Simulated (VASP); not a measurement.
# WSe2: what moves the LDA gap besides the functional

Aim: test what besides the functional moves the gap of WSe2. The starting structure is a measured crystal structure from the Crystallography Open Database. The atoms were first relaxed with LDA in that cell, in a run that isn't shown, and the relaxed structure is the one below.

Program: VASP 6.6.1. Level of theory: Kohn-Sham DFT with plane waves and PAW; LDA. Results are calculated unless marked as measured.

The database entry behind the starting cell differs from later determinations by our own check (a about 0.2 % long), so it need not match the best structure at ambient conditions.

## Step 1: Set-up

The structure is hexagonal, space group P6_3/mmc (No. 194). Conventional cell: a = 3.290 Å, b = 3.290 Å, c = 12.970 Å, α = 90.00°, β = 90.00°, γ = 120.00°. W has 6 Se at 2.52 Å nearest. Se has 3 W at 2.52 Å nearest. Farther neighbours and most contacts between anions are not listed.

## Step 2: Reference bands

File INCAR:

```
SYSTEM = WSe2
PREC = Accurate
ENCUT = 350
EDIFF = 1E-06
NELM = 100
ISMEAR = 0
SIGMA = 0.03
LREAL = .FALSE.
ALGO = Normal
GGA = CA
NBANDS = 34
LASPH = .TRUE.
LORBIT = 11
LWAVE = .FALSE.
LCHARG = .FALSE.
KPAR = 16
```

File POSCAR:

```
WSe2
1.0
    3.2900000000      0.0000000000      0.0000000000
   -1.6450000000      2.8492235785      0.0000000000
    0.0000000000      0.0000000000     12.9700000000
W Se
2 4
Direct
    0.6666666667      0.3333333333      0.7500000000
    0.3333333333      0.6666666667      0.2500000000
    0.6666666667      0.3333333333      0.3775150786
    0.3333333333      0.6666666667      0.8775150786
    0.6666666667      0.3333333333      0.1224849214
    0.3333333333      0.6666666667      0.6224849214
```

File KPOINTS:

```
Automatic mesh
0
Gamma
9 9 2
0 0 0
```

File KPOINTS_OPT:

```
Line mode
8
Line-mode
Reciprocal
  0.00000000   0.00000000   0.00000000 GAMMA
  0.50000000   0.00000000   0.00000000 M

  0.50000000   0.00000000   0.00000000 M
  0.33333333   0.33333333   0.00000000 K

  0.33333333   0.33333333   0.00000000 K
  0.00000000   0.00000000   0.00000000 GAMMA

  0.00000000   0.00000000   0.00000000 GAMMA
  0.00000000   0.00000000   0.50000000 A

  0.00000000   0.00000000   0.50000000 A
  0.50000000   0.00000000   0.50000000 L

  0.50000000   0.00000000   0.50000000 L
  0.33333333   0.33333333   0.50000000 H

  0.33333333   0.33333333   0.50000000 H
  0.00000000   0.00000000   0.50000000 A

  0.50000000   0.00000000   0.50000000 L
  0.50000000   0.00000000   0.00000000 M

  0.33333333   0.33333333   0.00000000 K
  0.33333333   0.33333333   0.50000000 H
```

Potentials, in the order of the species: W and Se (LDA family, release 64).

Command:

```console
mpirun -np 16 vasp_std
```

Output:

```text
[banner, memory and clock lines left out]
running   16 mpi-ranks, on    1 nodes
 distrk:  each k-point on    1 cores,   16 groups
 distr:  one band on    1 cores,    1 groups

 POSCAR found type information on POSCAR W Se
 POSCAR found :  2 types and       6 ions
|                                                                             |
|           W    W    AA    RRRRR   N    N  II  N    N   GGGG   !!!           |
|           W    W   A  A   R    R  NN   N  II  NN   N  G    G  !!!           |
|           W    W  A    A  R    R  N N  N  II  N N  N  G       !!!           |
|           W WW W  AAAAAA  RRRRR   N  N N  II  N  N N  G  GGG   !            |
|           WW  WW  A    A  R   R   N   NN  II  N   NN  G    G                |
|           W    W  A    A  R    R  N    N  II  N    N   GGGG   !!!           |
|                                                                             |
|     For optimal performance we recommend to set                             |
|       NCORE = 2 up to number-of-cores-per-socket                            |
|     NCORE specifies how many cores store one orbital (NPAR=cpu/NCORE).      |
|     This setting can greatly improve the performance of VASP for DFT.       |
|     The default, NCORE=1 might be grossly inefficient on modern             |
|     multi-core architectures or massively parallel machines. Do your        |
|     Unfortunately you need to use the default for GW and RPA                |
|     calculations (for HF NCORE is supported but not extensively tested      |
|     yet).                                                                   |
|                                                                             |

 LDA part: xc-table for (Slater(with rela. corr.)+CA(PZ))
 , standard interpolation
 POSCAR, INCAR and KPOINTS ok, starting setup
 FFT: planning ... GRIDC
 FFT: planning ... GRID_SOFT
 FFT: planning ... GRID
 WAVECAR not read
 entering main loop
       N       E                     dE             d eps       ncg     rms          rms(c)
DAV:   1     0.116547338577E+03    0.11655E+03   -0.11937E+04  1632   0.672E+02
DAV:   2    -0.415557024020E+02   -0.15810E+03   -0.14860E+03  2094   0.165E+02
DAV:   3    -0.506172090743E+02   -0.90615E+01   -0.89555E+01  2064   0.391E+01
DAV:   4    -0.506947855037E+02   -0.77576E-01   -0.77496E-01  2030   0.396E+00
DAV:   5    -0.506953588249E+02   -0.57332E-03   -0.57322E-03  2040   0.331E-01    0.324E+01
DAV:   6    -0.490655563387E+02    0.16298E+01   -0.31177E+00  2160   0.893E+00    0.124E+01
DAV:   7    -0.488148126882E+02    0.25074E+00   -0.17017E+00  1830   0.710E+00    0.768E+00
DAV:   8    -0.486236064913E+02    0.19121E+00   -0.25814E-01  1986   0.309E+00    0.710E-01
DAV:   9    -0.486243752344E+02   -0.76874E-03   -0.49169E-02  1888   0.999E-01    0.390E-01
DAV:  10    -0.486234670355E+02    0.90820E-03   -0.28373E-03  1918   0.222E-01    0.197E-01
DAV:  11    -0.486232827536E+02    0.18428E-03   -0.34660E-04  1750   0.854E-02    0.191E-01
DAV:  12    -0.486232109615E+02    0.71792E-04   -0.22677E-04  1980   0.645E-02    0.482E-02
DAV:  13    -0.486232120333E+02   -0.10718E-05   -0.16203E-05  1834   0.166E-02    0.184E-02
DAV:  14    -0.486232114410E+02    0.59224E-06   -0.24097E-06  1702   0.675E-03
   1 F= -.48623211E+02 E0= -.48623211E+02  d E =-.360614E-22
 Start KPOINTS_OPT (optional k-point list driver)
k-point batch [1-24\72]
       N       E                     dE             ncg
DAV:   1     0.369492367533E+04   -0.14372E+05     1632
DAV:   2    -0.523711137443E+02   -0.37473E+04     2030
DAV:   3    -0.274044837177E+03   -0.22167E+03     2000
DAV:   4    -0.275950797536E+03   -0.19060E+01     1984
DAV:   5    -0.275965958335E+03   -0.15161E-01     2008
DAV:   6    -0.275966161481E+03   -0.20315E-03     2104
DAV:   7    -0.275966164404E+03   -0.29227E-05     1752
DAV:   8    -0.275966164552E+03   -0.14758E-06     1512
[...]
k-point batch [49-72\72]
       N       E                     dE             ncg
DAV:   1     0.351966089349E+04   -0.19997E+05     1632
DAV:   2    -0.139186784231E+03   -0.36588E+04     1998
DAV:   3    -0.350023342149E+03   -0.21084E+03     2020
DAV:   4    -0.351740755133E+03   -0.17174E+01     1878
DAV:   5    -0.351753753877E+03   -0.12999E-01     1934
DAV:   6    -0.351753926433E+03   -0.17256E-03     1970
DAV:   7    -0.351753928966E+03   -0.25321E-05     1642
DAV:   8    -0.351753929089E+03   -0.12383E-06     1416
```

Run time: 11 s. Hardware: 16 MPI ranks of Intel Xeon 6975P-C (Granite Rapids), shared host; peak memory 3.5 GiB; 2.9 min of CPU time.

Lines that name or quote the potential files are left out of all logs, and their timing lines are given in words.

From OUTCAR (step 2):

```text
ion  position               nearest neighbor table
   1  0.667  0.333  0.750-   4 2.52   6 2.52   4 2.52   6 2.52   4 2.52   6 2.52
   2  0.333  0.667  0.250-   3 2.52   5 2.52   3 2.52   5 2.52   3 2.52   5 2.52
   3  0.667  0.333  0.378-   2 2.52   2 2.52   2 2.52
   4  0.333  0.667  0.878-   1 2.52   1 2.52   1 2.52
   5  0.667  0.333  0.122-   2 2.52   2 2.52   2 2.52
   6  0.333  0.667  0.622-   1 2.52   1 2.52   1 2.52

  LATTYP: Found a hexagonal cell.
 ALAT       =     3.2900000000
 C/A-ratio  =     3.9422492401

 Subroutine GETGRP returns: Found 24 space group operations
 (whereof 12 operations were pure point group operations)

The static configuration has the point symmetry D_3d.
 The point group associated with its full space group is D_6h.

 Found     24 irreducible k-points:

   k-points           NKPTS =     24   k-points in BZ     NKDIM =     24   number of bands    NBANDS=     34

   dimension x,y,z NGX =    20 NGY =   20 NGZ =   80
   dimension x,y,z NGXF=    40 NGYF=   40 NGZF=  160

   ENCUT  =  350.0 eV  25.72 Ry    5.07 a.u.   5.02  5.02 19.78*2*pi/ulx,y,z

   NELECT =      36.0000    total number of electrons

 k-points in reciprocal lattice and weights: Automatic mesh
   0.00000000  0.00000000  0.00000000       0.006
   0.11111111  0.00000000  0.00000000       0.037
   0.22222222 -0.00000000  0.00000000       0.037
   0.33333333  0.00000000  0.00000000       0.037
   0.44444444 -0.00000000  0.00000000       0.037
   0.11111111  0.11111111  0.00000000       0.037
   0.22222222  0.11111111  0.00000000       0.074
   0.33333333  0.11111111  0.00000000       0.074
   0.44444444  0.11111111  0.00000000       0.037
[...]
0.33333333  0.22222222  0.50000000       0.074
   0.33333333  0.33333333  0.50000000       0.012

 average (electrostatic) potential at core
       1 -40.9844       2 -40.9844       3 -59.2897       4 -59.2897       5 -59.2897
       6 -59.2897

 E-fermi :   5.5458

 k-point     1 :       0.0000    0.0000    0.0000
  band No.  band energies     occupation
    ...
     14       3.7244      2.00000
     15       3.7244      2.00000
     16       4.2242      2.00000
     17       4.3102      2.00000
     18       5.3502      2.00000
     19       7.9592      0.00000
     20       7.9592      0.00000
     21       8.0056      0.00000
     22       8.0056      0.00000
     23       8.1025      0.00000
    ...

 k-point     2 :       0.1111    0.0000    0.0000
  band No.  band energies     occupation
    ...
     14       3.4294      2.00000
     15       3.6448      2.00000
     16       4.2547      2.00000
     17       4.5076      2.00000
     18       5.0342      2.00000
     19       7.4697      0.00000
     20       7.6172      0.00000
     21       7.7471      0.00000
     22       7.8301      0.00000
     23       7.8430      0.00000
    ...

 k-point     3 :       0.2222   -0.0000    0.0000
  band No.  band energies     occupation
    ...
     14       3.2137      2.00000
     15       3.2223      2.00000
     16       4.0405      2.00000
     17       4.0955      2.00000
     18       4.2454      2.00000
     19       6.6755      0.00000
     20       7.3938      0.00000
     21       7.4900      0.00000
     22       7.6051      0.00000
     23       7.6454      0.00000
    ...

  Total       -2.4225739     -2.4225739     -0.6555146      0.0000000     -0.0000000      0.0000000
  in kB      -31.9245810    -31.9245810     -8.6383446      0.0000000     -0.0000000      0.0000000
  external PRESSURE =     -24.1625022 kB  Pullay stress =       0.0000000 kB

  energy-cutoff  :      350.00
  volume of cell :      121.58
      direct lattice vectors                 reciprocal lattice vectors
     3.290000000  0.000000000  0.000000000     0.303951368  0.175486404  0.000000000
    -1.645000000  2.849223579  0.000000000     0.000000000  0.350972808  0.000000000
     0.000000000  0.000000000 12.970000000     0.000000000  0.000000000  0.077101002

 POSITION                                       TOTAL-FORCE (eV/Angst)
 -----------------------------------------------------------------------------------
      1.64500      0.94974      9.72750         0.000000     -0.000000      0.000000
     -0.00000      1.89948      3.24250         0.000000      0.000000      0.000000
      1.64500      0.94974      4.89637         0.000000      0.000000     -0.000024
     -0.00000      1.89948     11.38137         0.000000     -0.000000     -0.000024
      1.64500      0.94974      1.58863        -0.000000      0.000000      0.000024
     -0.00000      1.89948      8.07363        -0.000000     -0.000000      0.000024
 -----------------------------------------------------------------------------------
    total drift:                               -0.000000      0.000000     -0.000000

  FREE ENERGIE OF THE ION-ELECTRON SYSTEM (eV)
  ---------------------------------------------------
  free  energy   TOTEN  =       -48.6232114410 eV

  energy  without entropy=      -48.6232114410  energy(sigma->0) =      -48.62321144

 total charge
# of ion       s       p       d       tot
------------------------------------------
    1        0.542   0.625   4.251   5.419
    2        0.542   0.625   4.251   5.419
    3        1.479   2.354   0.072   3.905
    4        1.479   2.354   0.072   3.905
    5        1.479   2.354   0.072   3.905
    6        1.479   2.354   0.072   3.905
--------------------------------------------------
tot          7.001  10.667   8.791  26.459

[... 3 further parts left out ...]
```

Spin-orbit coupling is off here; with elements this heavy it can split and shift levels by tenths of an eV. At this level the cell is under a tension of 2.4 GPa, so at these settings it is away from equilibrium. The data set W keeps the semicore shell frozen, which is cheaper and a little less accurate.

The reference gap is 0.918 eV.

## Step 3: Bands with cell and atoms relaxed by LDA

Against step 2 the input has another starting structure. The cell comes from a relaxation at this level, not shown (117.25 Å³).

INCAR is that of step 2.

File POSCAR:

```
WSe2
1.0
    3.2495142654      0.0000000000      0.0000000000
   -1.6247571327      2.8141619038      0.0000000000
    0.0000000000      0.0000000000     12.8217618052
W Se
2 4
Direct
    0.6666666667      0.3333333333      0.7500000000
    0.3333333333      0.6666666667      0.2500000000
    0.6666666667      0.3333333333      0.3800995533
    0.3333333333      0.6666666667      0.8800995533
    0.6666666667      0.3333333333      0.1199004467
    0.3333333333      0.6666666667      0.6199004467
```

KPOINTS is that of step 2.

KPOINTS_OPT is that of step 2.

Command:

```console
mpirun -np 16 vasp_std
```

Output:

```text
[banner, memory and clock lines left out]
running   16 mpi-ranks, on    1 nodes
[...]
[... a notice as in an earlier step ...]

 LDA part: xc-table for (Slater(with rela. corr.)+CA(PZ))
 , standard interpolation
 POSCAR, INCAR and KPOINTS ok, starting setup
[...]
entering main loop
       N       E                     dE             d eps       ncg     rms          rms(c)
DAV:   1     0.116179205827E+03    0.11618E+03   -0.12040E+04  1632   0.676E+02
DAV:   2    -0.416312056634E+02   -0.15781E+03   -0.14907E+03  2086   0.167E+02
DAV:   3    -0.505807333426E+02   -0.89495E+01   -0.88382E+01  2064   0.394E+01
DAV:   4    -0.506551508906E+02   -0.74418E-01   -0.74357E-01  2008   0.392E+00
[...]
DAV:  12    -0.486553378283E+02    0.81530E-04   -0.23653E-04  2008   0.668E-02    0.501E-02
DAV:  13    -0.486553388705E+02   -0.10422E-05   -0.16651E-05  1788   0.170E-02    0.171E-02
DAV:  14    -0.486553381551E+02    0.71540E-06   -0.23355E-06  1664   0.667E-03
   1 F= -.48655338E+02 E0= -.48655338E+02  d E =-.902359E-22
 Start KPOINTS_OPT (optional k-point list driver)
k-point batch [1-24\72]
       N       E                     dE             ncg
DAV:   1     0.400474462583E+04   -0.13834E+05     1632
DAV:   2     0.235423429368E+03   -0.37693E+04     2056
DAV:   3     0.183074756326E+02   -0.21712E+03     1984
DAV:   4     0.164887307724E+02   -0.18187E+01     1992
DAV:   5     0.164751961850E+02   -0.13535E-01     1968
DAV:   6     0.164750165446E+02   -0.17964E-03     2132
DAV:   7     0.164750141808E+02   -0.23638E-05     1682
DAV:   8     0.164750140718E+02   -0.10898E-06     1498
[...]
k-point batch [49-72\72]
       N       E                     dE             ncg
DAV:   1     0.377804168264E+04   -0.19347E+05     1632
DAV:   2     0.143859904644E+03   -0.36342E+04     2002
DAV:   3    -0.624220500040E+02   -0.20628E+03     1990
DAV:   4    -0.640927906536E+02   -0.16707E+01     1898
DAV:   5    -0.641046480778E+02   -0.11857E-01     1964
DAV:   6    -0.641047970612E+02   -0.14898E-03     1934
DAV:   7    -0.641047991532E+02   -0.20919E-05     1652
DAV:   8    -0.641047992503E+02   -0.97083E-07     1422
```

Elapsed: 10 s, on 16 MPI ranks; peak memory 3.5 GiB.

Parts of OUTCAR (step 3):

```text
  Total       -0.1012755     -0.1012755     -0.1045382      0.0000000      0.0000000     -0.0000000
  in kB       -1.3838846     -1.3838846     -1.4284673      0.0000000      0.0000000     -0.0000000
  external PRESSURE =      -1.3987455 kB  Pullay stress =       0.0000000 kB

 POSITION                                       TOTAL-FORCE (eV/Angst)
 -----------------------------------------------------------------------------------
      1.62476      0.93805      9.61632         0.000000      0.000000     -0.000000
     -0.00000      1.87611      3.20544         0.000000     -0.000000     -0.000000
      1.62476      0.93805      4.87355         0.000000     -0.000000     -0.001073
     -0.00000      1.87611     11.28443         0.000000      0.000000     -0.001073
      1.62476      0.93805      1.53733         0.000000     -0.000000      0.001073
     -0.00000      1.87611      7.94822        -0.000000      0.000000      0.001073
 -----------------------------------------------------------------------------------
    total drift:                               -0.000000      0.000000     -0.000000

  FREE ENERGIE OF THE ION-ELECTRON SYSTEM (eV)
  ---------------------------------------------------
  free  energy   TOTEN  =       -48.6553381551 eV

  energy  without entropy=      -48.6553381551  energy(sigma->0) =      -48.65533816

[... 1 part as in an earlier step ...]

[... 2 further parts left out ...]
[key lines of the parts left out:]
E-fermi :   5.8925
```

With cell and atoms relaxed by LDA the gap is 0.861 eV, -0.057 eV from the reference.

## Step 4: Bands with no band path

Against step 2 the input has no band path (also changed: NBANDS).

Changes to INCAR since step 3:

```diff
@@ -10,3 +10,3 @@
 GGA = CA
-NBANDS = 34
+NBANDS = 24
 LASPH = .TRUE.
```

File POSCAR:

```
WSe2
1.0
    3.2900000000      0.0000000000      0.0000000000
   -1.6450000000      2.8492235785      0.0000000000
    0.0000000000      0.0000000000     12.9700000000
W Se
2 4
Direct
    0.6666666667      0.3333333333      0.7500000000
    0.3333333333      0.6666666667      0.2500000000
    0.6666666667      0.3333333333      0.3775150786
    0.3333333333      0.6666666667      0.8775150786
    0.6666666667      0.3333333333      0.1224849214
    0.3333333333      0.6666666667      0.6224849214
```

KPOINTS is that of step 3.

Command:

```console
mpirun -np 16 vasp_std
```

Output:

```text
[... set-up lines as in an earlier step ...]
 entering main loop
       N       E                     dE             d eps       ncg     rms          rms(c)
DAV:   1     0.135575137340E+03    0.13558E+03   -0.12518E+04  1152   0.949E+02
DAV:   2    -0.401052505657E+02   -0.17568E+03   -0.16810E+03  1576   0.209E+02
DAV:   3    -0.505039384170E+02   -0.10399E+02   -0.10332E+02  1504   0.547E+01
DAV:   4    -0.506927363636E+02   -0.18880E+00   -0.18854E+00  1544   0.719E+00
[...]
DAV:  12    -0.486232106234E+02    0.86013E-04   -0.32452E-04  1624   0.957E-02    0.179E-02
DAV:  13    -0.486232116479E+02   -0.10246E-05   -0.21892E-05  1488   0.250E-02    0.812E-03
DAV:  14    -0.486232114951E+02    0.15288E-06   -0.88248E-07   984   0.513E-03
   1 F= -.48623211E+02 E0= -.48623211E+02  d E =-.290960E-13
```

Wall time 5.4 s (16 MPI ranks); peak memory 2.9 GiB; 76 s of CPU time.

Parts of OUTCAR (step 4):

```text
  Total       -2.4228513     -2.4228513     -0.6570029     -0.0000000      0.0000000      0.0000000
  in kB      -31.9282367    -31.9282367     -8.6579583     -0.0000000      0.0000000      0.0000000
  external PRESSURE =     -24.1714772 kB  Pullay stress =       0.0000000 kB

 POSITION                                       TOTAL-FORCE (eV/Angst)
 -----------------------------------------------------------------------------------
      1.64500      0.94974      9.72750        -0.000000     -0.000000     -0.000000
     -0.00000      1.89948      3.24250         0.000000     -0.000000     -0.000000
      1.64500      0.94974      4.89637        -0.000000     -0.000000     -0.000034
     -0.00000      1.89948     11.38137         0.000000     -0.000000     -0.000034
      1.64500      0.94974      1.58863        -0.000000      0.000000      0.000034
     -0.00000      1.89948      8.07363         0.000000      0.000000      0.000034
 -----------------------------------------------------------------------------------
    total drift:                               -0.000000      0.000000     -0.000000

  FREE ENERGIE OF THE ION-ELECTRON SYSTEM (eV)
  ---------------------------------------------------
  free  energy   TOTEN  =       -48.6232114951 eV

  energy  without entropy=      -48.6232114951  energy(sigma->0) =      -48.62321150

[... 1 part as in an earlier step ...]

[... 2 further parts left out ...]
[key lines of the parts left out:]
E-fermi :   5.4910
```

With no band path the gap is 1.028 eV, +0.110 eV from the reference, read on the mesh alone.

(Part 1 of 2 ends here.)

[Lines on the potential files, build, host, timing and source positions are cut from VASP's logs without a mark.]

[Logs are printed without paths, hosts, clocks, repeated set-up lines and the standing remarks that a program may print on its own settings, such as how far it seeks lower states.]

[Hosts, paths, dates, database ids (printed as entryN), source tags and the programs' standing remarks are cut or masked in the printed files.]
